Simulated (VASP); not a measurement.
# NiH4N (P-43m) in VASP: notebook

One crystal, NiH4N, is run at these levels: PBE, PBEsol; tasks: relaxation of cell and atoms.

Program: VASP 6.6.1. These are calculated values, not measurements. Logs are shortened: lines on timing, memory, paths and dates and some standing lists are left out, and cuts for length are marked.

## (1) Starting point

The structure is cubic, space group P-43m (No. 215). Conventional cell: a = 3.870 Å, b = 3.870 Å, c = 3.870 Å, α = 90.00°, β = 90.00°, γ = 90.00°. Ni (site symmetry -43m) has 4 H at 2.30 Å as nearest neighbours. H (site symmetry 3m) is surrounded by 1 N at 1.05 Å. Around N (site symmetry -43m) lie 4 H at 1.05 Å.

The cell was built by a generator and needn't be a form met in nature.

## (2) Relaxation of cell and atoms, PBE, collinear spin, ferromagnetic start

Contents of INCAR:

```
PREC = Accurate
ENCUT = 600
EDIFF = 1E-7
ISMEAR = 0
SIGMA = 0.05
LREAL = False
LASPH = True
NELM = 100
ALGO = Normal
ISIF = 3
LWAVE = False
LCHARG = False
ISPIN = 2
MAGMOM = 1 0 0 0 0 0
LORBIT = 11
LMAXMIX = 4
GGA = PE
IBRION = 2
NSW = 60
EDIFFG = -0.005
```

Contents of KPOINTS:

```
Automatic mesh
0
Gamma
  7 7 7
```

Contents of POSCAR:

```
NiH4N
1.0
    3.8703700000      0.0000000000      0.0000000000
    0.0000000000      3.8703700000      0.0000000000
    0.0000000000      0.0000000000      3.8703700000
Ni H N
1 4 1
Direct
    0.5000000000      0.5000000000      0.5000000000
    0.1572200000      0.1572200000      0.1572200000
    0.1572200000      0.8427800000      0.8427800000
    0.8427800000      0.8427800000      0.1572200000
    0.8427800000      0.1572200000      0.8427800000
    0.0000000000      0.0000000000      0.0000000000
```

Potentials or basis: VASP PAW PBE potentials, release 64 (Ni, H, N).

Command:

```bash
$ cat potpaw_PBE.64/Ni/POTCAR potpaw_PBE.64/H/POTCAR potpaw_PBE.64/N/POTCAR > POTCAR
$ mpirun -np 1 vasp_std > vasp.out
```

OUTCAR:

```text
PREC = Accurate
   ENCUT = 600
   EDIFF = 1E-7
   ISMEAR = 0
   LREAL = False
   LASPH = True
   NELM = 100
   ISIF = 3
   ISPIN = 2
   LORBIT = 11
   GGA = PE
   IBRION = 2
   NSW = 60
   EDIFFG = -0.005

 ion  position               nearest neighbor table
   1  0.500  0.500  0.500-
   2  0.157  0.157  0.157-   6 1.05
   3  0.157  0.843  0.843-   6 1.05
   4  0.843  0.843  0.157-   6 1.05
   5  0.843  0.157  0.843-   6 1.05
   6  0.000  0.000  0.000-   2 1.05   3 1.05   4 1.05   5 1.05

  LATTYP: Found a simple cubic cell.
 ALAT       =     3.8703700000

  Lattice vectors:

 A1 = (   3.8703700000,   0.0000000000,   0.0000000000)
 A2 = (   0.0000000000,   3.8703700000,   0.0000000000)
 A3 = (   0.0000000000,   0.0000000000,   3.8703700000)

Analysis of symmetry for initial positions (statically):
=====================================================================
 Subroutine PRICEL returns:
 Original cell was already a primitive cell.

 Routine SETGRP: Setting up the symmetry group for a
 simple cubic supercell.

 Subroutine GETGRP returns: Found 24 space group operations
 (whereof 24 operations were pure point group operations)
 out of a pool of 48 trial point group operations.

The static configuration has the point symmetry T_d .

Analysis of symmetry for dynamics (positions and initial velocities):
=====================================================================
 Subroutine PRICEL returns:
 Original cell was already a primitive cell.

 Routine SETGRP: Setting up the symmetry group for a
 simple cubic supercell.

 Subroutine GETGRP returns: Found 24 space group operations
 (whereof 24 operations were pure point group operations)
 out of a pool of 48 trial point group operations.

The dynamic configuration has the point symmetry T_d .

Analysis of structural, dynamic, and magnetic symmetry:
=====================================================================
 Subroutine PRICEL returns:
 Original cell was already a primitive cell.

 Routine SETGRP: Setting up the symmetry group for a
 simple cubic supercell.

 Subroutine GETGRP returns: Found 24 space group operations
 (whereof 24 operations were pure point group operations)
 out of a pool of 48 trial point group operations.

The overall configuration has the point symmetry T_d .

 Subroutine INISYM returns: Found 24 space group operations
 (whereof 24 operations are pure point group operations),
 and found     1 'primitive' translations

----------------------------------------------------------------------------------------

                                     Primitive cell
[... 140 lines left out ...]
  ext. energy  EPLUGINS =         0.00000000
  ---------------------------------------------------
  free energy    TOTEN  =       -25.17714127 eV

  energy without entropy =      -25.17213196  energy(sigma->0) =      -25.17463662

------------------------ aborting loop because EDIFF is reached ----------------------------------------

  FORCE on cell =-STRESS in cart. coord.  units (eV):
  Direction    XX          YY          ZZ          XY          YZ          ZX
  --------------------------------------------------------------------------------------
  -------------------------------------------------------------------------------------
  Total       -0.0539748     -0.0539748     -0.0539748      0.0000000      0.0000000      0.0000000
  in kB       -1.4915718     -1.4915718     -1.4915718      0.0000000      0.0000000      0.0000000
  external PRESSURE =      -1.4915718 kB  Pullay stress =       0.0000000 kB
[... 187 lines left out ...]
--------------------------------------- Ionic step        6  -------------------------------------------

 number of electron      19.0000007 magnetization       0.9527661

 Free energy of the ion-electron system (eV)
  ---------------------------------------------------
  ext. energy  EPLUGINS =         0.00000000
  ---------------------------------------------------
  free energy    TOTEN  =       -25.17761483 eV

  energy without entropy =      -25.17267025  energy(sigma->0) =      -25.17514254

 E-fermi :   1.8226     XC(G=0):  -8.6275

 val. band max:        1.8082637584   @ k =   0.2857   0.2857   0.0000
 cond. band min:       1.8230545051   @ k =   0.4286   0.2857   0.0000
 fundamental gap:      0.0147907468
 Fermi energy:         1.8226035101

 spin component 1

 k-point     1 :       0.0000    0.0000    0.0000
  band No.  band energies     occupation
      1     -18.0831      1.00000
      2      -7.3054      1.00000
      3      -7.3054      1.00000
      4      -7.3054      1.00000
      5      -1.4747      1.00000
      6       0.2050      1.00000
      7       0.2050      1.00000
      8       0.9661      1.00000
      9       0.9661      1.00000
     10       0.9661      1.00000
     11       7.6985      0.00000
     12       7.6985      0.00000
     13       7.6985      0.00000
     14       8.1082      0.00000
[... 308 lines left out ...]
  band No.  band energies     occupation
      1     -17.8407      1.00000
      2      -7.6760      1.00000
      3      -7.6644      1.00000
      4      -7.6644      1.00000
      5       0.6355      1.00000
      6       0.6355      1.00000
      7       0.8349      1.00000
      8       0.8809      1.00000
      9       0.8809      1.00000
     10       2.2941      0.00000
     11       3.5163      0.00000
     12       3.5163      0.00000
     13       4.6207      0.00000
     14       8.9398      0.00000
 Fermi energy:         1.8226035101

 spin component 2

 k-point     1 :       0.0000    0.0000    0.0000
  band No.  band energies     occupation
      1     -18.0815      1.00000
      2      -7.3058      1.00000
      3      -7.3058      1.00000
      4      -7.3058      1.00000
      5      -1.3558      1.00000
      6       1.4691      1.00000
      7       1.4691      1.00000
      8       1.4753      1.00000
      9       1.4753      1.00000
     10       1.4753      1.00000
     11       7.7934      0.00000
     12       7.7934      0.00000
     13       7.7934      0.00000
     14       8.2648      0.00000
[... 354 lines left out ...]
  FREE ENERGIE OF THE ION-ELECTRON SYSTEM (eV)
  ---------------------------------------------------
  free  energy   TOTEN  =       -25.1776148347 eV

  energy  without entropy=      -25.1726702488  energy(sigma->0) =      -25.17514254

 reached required accuracy - stopping structural energy minimisation

 total charge

# of ion       s       p       d       tot
------------------------------------------
    1        0.536   0.045   8.351   8.931
    2        0.585   0.080   0.000   0.665
    3        0.585   0.080   0.000   0.665
    4        0.585   0.080   0.000   0.665
    5        0.585   0.080   0.000   0.665
    6        1.247   2.762   0.000   4.010
--------------------------------------------------
tot          4.121   3.128   8.351  15.600

 magnetization (x)

# of ion       s       p       d       tot
------------------------------------------
    1        0.057  -0.001   0.860   0.917
    2       -0.000  -0.000   0.000  -0.000
    3       -0.000  -0.000   0.000  -0.000
    4       -0.000  -0.000   0.000  -0.000
    5       -0.000  -0.000   0.000  -0.000
    6       -0.001   0.004   0.000   0.003
--------------------------------------------------
tot          0.055   0.003   0.860   0.919
```

OSZICAR:

```text
N       E                     dE             d eps       ncg     rms          rms(c)
DAV:   1     0.986445753465E+02    0.98645E+02   -0.91311E+03  1120   0.148E+03
DAV:   2    -0.153636834129E+02   -0.11401E+03   -0.10754E+03  1340   0.267E+02
[... 62 lines left out ...]
DAV:   2    -0.251776659680E+02   -0.29641E-05   -0.72199E-04  1312   0.372E-01    0.787E-02
DAV:   3    -0.251776154932E+02    0.50475E-04   -0.28875E-04  1258   0.236E-01    0.181E-02
DAV:   4    -0.251776149679E+02    0.52529E-06   -0.17299E-05  1396   0.400E-02    0.873E-03
DAV:   5    -0.251776146702E+02    0.29772E-06   -0.19894E-06  1506   0.141E-02    0.565E-03
DAV:   6    -0.251776149236E+02   -0.25343E-06   -0.84987E-07  1364   0.892E-03    0.260E-03
DAV:   7    -0.251776148183E+02    0.10533E-06   -0.37433E-07  1160   0.612E-03    0.737E-04
DAV:   8    -0.251776148347E+02   -0.16397E-07   -0.39493E-08   620   0.195E-03
   6 F= -.25177615E+02 E0= -.25175143E+02  d E =-.112149E-04  mag=     0.9528
```

CONTCAR:

```text
NiH4N
   1.00000000000000
     3.8535103541212683   -0.0000000000000000   -0.0000000000000000
    -0.0000000000000000    3.8535103541212683   -0.0000000000000000
    -0.0000000000000000   -0.0000000000000000    3.8535103541212683
  Ni              H               N
     1     4     1
Direct
     0.5000000000000000    0.5000000000000000    0.5000000000000000
     0.1580359981430443    0.1580359981430443    0.1580359981430443
     0.1580359981430443    0.8419640018569557    0.8419640018569557
     0.8419640018569557    0.8419640018569557    0.1580359981430443
     0.8419640018569557    0.1580359981430443    0.8419640018569557
     0.0000000000000000    1.0000000000000000    1.0000000000000000

  0.00000000E+00  0.00000000E+00  0.00000000E+00
  0.00000000E+00  0.00000000E+00  0.00000000E+00
  0.00000000E+00  0.00000000E+00  0.00000000E+00
  0.00000000E+00  0.00000000E+00  0.00000000E+00
  0.00000000E+00  0.00000000E+00  0.00000000E+00
  0.00000000E+00  0.00000000E+00  0.00000000E+00
```

Run time: 3.3 min. Hardware: 1 thread of AMD EPYC 7R43 (Zen 3), shared host; peak memory 0.18 GiB.

Results:

```yaml
Free_energy: -25.1776 eV
Relaxed_volume: 9.54 Å³/atom
Relaxed_cell: a = 3.854 Å, b = 3.854 Å, c = 3.854 Å, α = 90.00°, β = 90.00°, γ = 90.00°
Space_group_after_relaxing_to_0.05_Å: P-43m (No. 215)
Energy_gained_by_relaxing: 0.1 meV/atom
Ionic_steps: 6
Pressure_after_relaxing: 0.0 GPa
Band_gap_on_the_k_mesh: none (metal or under the smearing width)
Net_moment: 0.95 μB per cell
Site_moments: Ni +0.92; H -0.00; N +0.00 μB
Valence_electrons_inside_the_program's_atomic_spheres: Ni 8.93; H 0.67; N 4.01
```

Step by step:
```csv
step,energy change (eV),largest force (eV/Å),pressure (GPa),volume (Å³)
1,0.0000,0.0104,-0.15,57.98
2,-0.0001,0.0105,-0.13,57.90
3,-0.0003,0.0112,-0.09,57.68
4,-0.0005,0.0128,0.04,57.23
5,-0.0003,0.0496,-0.22,57.21
6,-0.0005,0.0000,-0.01,57.22
```

Final structure:
```
Ni H N
1.0
     3.85351    0.00000    0.00000
     0.00000    3.85351    0.00000
     0.00000    0.00000    3.85351
Ni H N
1 4 1
Direct
  0.50000 0.50000 0.50000
  0.15804 0.15804 0.15804
  0.15804 0.84196 0.84196
  0.84196 0.84196 0.15804
  0.84196 0.15804 0.84196
  0.00000 0.00000 0.00000
```

Caveat: a cell with one magnetic atom can't hold antiferromagnetic order, which such compounds often take. With open d or f shells a metallic result of PBE can be an artefact of self-interaction; +U or a hybrid may open a gap.

## (3) Relaxation of cell and atoms, PBEsol, collinear spin, ferromagnetic start

Contents of INCAR:

```
  PREC = Accurate
  ENCUT = 600
  EDIFF = 1E-6
  ISMEAR = 0
  SIGMA = 0.05
  LREAL = F
  LASPH = T
  NELM = 120
  ALGO = Fast
  ISIF = 3
  LWAVE = F
  LCHARG = F
  ISPIN = 2
  MAGMOM = 1 0 0 0 0 0
  LORBIT = 11
  LMAXMIX = 4
  GGA = PS
  IBRION = 2
  NSW = 60
  EDIFFG = -0.02
```

Contents of KPOINTS:

```
regular mesh
0
Gamma
  7 7 7
```

POSCAR is that of step 2.

Potentials or basis: VASP PAW PBE potentials, release 64 (Ni, H, N).

Command:

```bash
$ cat potpaw_PBE.64/Ni/POTCAR potpaw_PBE.64/H/POTCAR potpaw_PBE.64/N/POTCAR > POTCAR
$ mpirun -np 1 vasp_std > vasp.out
```

Wall time 4.5 min (1 thread of AMD EPYC 7R43 (Zen 3), shared host); peak memory 0.19 GiB.

The run converged. Its results:

```yaml
Free_energy: -25.7400 eV
Relaxed_volume: 8.24 Å³/atom
Relaxed_cell: a = 3.670 Å, b = 3.670 Å, c = 3.670 Å, α = 90.00°, β = 90.00°, γ = 90.00°
Space_group_after_relaxing_to_0.05_Å: P-43m (No. 215)
Energy_gained_by_relaxing: 12.0 meV/atom
Ionic_steps: 8
Pressure_after_relaxing: 0.0 GPa
Largest_force_after_relaxing: 0.018 eV/Å
Band_gap_on_the_k_mesh: none (metal or under the smearing width)
Net_moment: 0.82 μB per cell
Site_moments: Ni +0.78; H -0.00; N +0.01 μB
Valence_electrons_inside_the_program's_atomic_spheres: Ni 8.99; H 0.65; N 3.96
```

Forces in eV/Å, atoms in the order of the input:
```
Ni   0.000  0.000  0.000
H    0.010  0.010  0.010
H    0.010 -0.010 -0.010
H   -0.010 -0.010  0.010
H   -0.010  0.010 -0.010
N    0.000  0.000  0.000
```

The path:
| step | energy change (eV) | largest force (eV/Å) | pressure (GPa) | volume (Å³) |
| --- | --- | --- | --- | --- |
| 1 | 0.0000 | 0.1983 | -1.31 | 57.98 |
| 2 | -0.0113 | 0.0499 | -1.89 | 57.32 |
| 3 | -0.0258 | 0.3259 | -3.32 | 55.44 |
| 4 | -0.0300 | 0.3100 | -2.99 | 55.12 |
| 5 | -0.0414 | 0.2627 | -2.72 | 54.18 |
| 6 | -0.0593 | 0.1621 | -1.85 | 52.33 |
| 7 | -0.0711 | 0.0599 | 0.55 | 48.75 |
| 8 | -0.0717 | 0.0177 | 0.01 | 49.41 |

Final structure:
```xyz
6
Lattice="3.6696 0.0000 0.0000 0.0000 3.6696 0.0000 0.0000 0.0000 3.6696" Properties=species:S:1:pos:R:3 pbc="T T T"
Ni    1.8348    1.8348    1.8348
H     0.6165    0.6165    0.6165
H     0.6165    3.0531    3.0531
H     3.0531    3.0531    0.6165
H     3.0531    0.6165    3.0531
N     0.0000    0.0000    0.0000
```

Levels at points of the mesh, in eV from the Fermi level:
Spin up:
```tsv
k point	band 7	band 8	band 9	band 10	band 11	band 12	band 13	band 14
(0.00, 0.00, 0.00)	-1.48	-0.71	-0.71	-0.71	6.48	6.48	6.48	6.64
```
Spin down:
```tsv
k point	band 7	band 8	band 9	band 10	band 11	band 12
(0.00, 0.00, 0.00)	-0.53	-0.22	-0.22	-0.22	6.58	6.58
```

Caveat: the PAW data sets were made with another functional, which shifts forces and pressure a little; a cell with one magnetic atom can't hold antiferromagnetic order, which such compounds often take.

## (4) For comparison

An earlier run on the cell as given: functional PBE; potentials or basis VASP PAW PBE potentials, release 64 (Ni, H, N); cutoff 520 eV; k mesh 7 × 7 × 7; occupations fermi-dirac, width 0.05 eV; collinear spin, ferromagnetic start; starting moments [1.0, 0.0, 0.0, 0.0, 0.0, 0.0] μB.

- Pressure: -0.2 GPa
- Largest force: 0.008 eV/Å
- Band gap on the k mesh: none (metal or under the smearing width)
- Net moment: 0.94 μB per cell
- Site moments: Ni +0.92; H -0.00; N +0.00 μB
- Valence electrons inside the program's atomic spheres: Ni 8.93; H 0.67; N 4.03

## (5) The runs side by side

| task | level | cell | cutoff (eV) | smearing | gap on the mesh (eV) | pressure (GPa) | moment (μB) | relaxed volume (Å³/atom) | largest force (eV/Å) |
| --- | --- | --- | --- | --- | --- | --- | --- | --- | --- |
| relaxation of cell and atoms | PBE | relaxed | 600 | gaussian 0.05 eV | none | 0.0 | 0.95 | 9.54 | - |
| relaxation of cell and atoms | PBEsol | relaxed | 600 | gaussian 0.05 eV | none | 0.0 | 0.82 | 8.24 | 0.02 |
| single point | PBE | as given | 520 | fermi-dirac 0.05 eV | none | -0.2 | 0.94 | - | 0.01 |

Alike in all rows: potentials or basis VASP PAW PBE potentials, release 64 (Ni, H, N); spin collinear, ferromagnetic start; k mesh 7 × 7 × 7.

Caveats: a cell with one magnetic atom can't hold antiferromagnetic order, which such compounds often take; the PAW data sets were made with another functional, which shifts forces and pressure a little (some runs).

Total energies depend on the potentials used, so only differences within one code and one set of settings carry meaning.
